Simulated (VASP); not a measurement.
Given:

```
HfN
1.0
    0.00000     2.23137     2.23137
    2.23137     0.00000     2.23137
    2.23137     2.23137     0.00000
Hf N
1 1
Direct
  0.00000   0.00000   0.00000
  0.50000   0.50000   0.50000
```

Calculation: LDA (Ceperley-Alder, Perdew-Zunger), VASP's LDA PAW potentials (set 64) (plane waves; VASP). Numerical set-up: 520 eV cut-off, 14×14×14 Γ-centred mesh, first-order Methfessel-Paxton smearing of 0.10 eV, potentials Hf_pv N.

**Question.** Give the energy at these volumes per atom, relative to the lowest: 10.44, 10.77, 11.11, 11.44, 11.77 Å³.

**Answer.** 43.4, 10.4, 0.0, 8.9, 34.3 meV/atom. A third-order Birch-Murnaghan fit gives B0 = 308 GPa and B0′ = 4.3.

Measured: a 4.524 Å (computed value off by -1.3 %), as given by Seo, Lee, Wen, Petrov, Greene, Gall, J. Appl. Phys. 96, 878 (2004). The calculation is for a static lattice, while the measured a holds thermal and zero-point effects, which are part of the difference.

The compound is HfN in the rock salt structure. It was relaxed first.
